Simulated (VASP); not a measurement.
An input for Ansatz (written as the equivalent of a VASP run, and not itself run):

Ansatz 0.2 input:
```yaml
crystal:
  lattice:
    - [1.5090114, -2.6136838, 0.0000000]
    - [1.5090114, 2.6136838, 0.0000000]
    - [0.0000000, 0.0000000, 3.3894300]
  atoms:
    - { symbol: Mg, position: [0.0000000, 0.0000000, 0.0000000] }
    - { symbol: B, position: [0.3333330, 0.6666670, 0.5000000] }
    - { symbol: B, position: [0.6666670, 0.3333330, 0.5000000] }
kpoints:
  mp_grid: { grid: [12, 12, 9] }
hamiltonian:
  xc: pbesol
  pseudopotentials: { kind: paw }
scf:
  occupations: { method: methfessel_paxton, width: 0.1 }
  max_iter: 100
relax:
  max_steps: 40
  f_tol: 0.02
  cell: { p_target: 20 }
output: { forces: true, stress: true, eigenvalues: true }
```

Q: Write the VASP files for the same calculation (PBEsol).

A: Several could match; the one computed here: 
### INCAR
```
SYSTEM = MgB2
PREC = Accurate
ENCUT = 620
EDIFF = 1E-6
NELM = 100
ALGO = Normal
LREAL = .FALSE.
LASPH = .TRUE.
ISMEAR = 1
SIGMA = 0.1
GGA = PS
LWAVE = .FALSE.
LCHARG = .FALSE.
IBRION = 2
ISIF = 3
NSW = 40
EDIFFG = -0.02
PSTRESS = 200
```

File KPOINTS:
```
Automatic mesh
0
Gamma
12 12 9
0 0 0
```

File POSCAR:
```
MgB2
1
    1.5090113605    -2.6136837853     0.0000000000
    1.5090113605     2.6136837853     0.0000000000
    0.0000000000     0.0000000000     3.3894300338
Mg B
1 2
Direct
  0.0000000000   0.0000000000   0.0000000000
  0.3333330000   0.6666670000   0.5000000000
  0.6666670000   0.3333330000   0.5000000000
```

POTCAR, in this order: Mg B (PBE.64 set). Program: vasp_std.

What does not carry over: each code has its own PAW files, so the cut-off isn't converted (ENCUT is set for VASP's; basis.ecutwfc is left out, and Ansatz then takes the one that its files recommend); Ansatz stops its SCF on the density residual and VASP on the energy change (EDIFF).

The compound is MgB2 in the AlB2 type structure. This run relaxes it under an external pressure of 20 GPa. Symmetry was kept, so distortions that lower it aren't found.
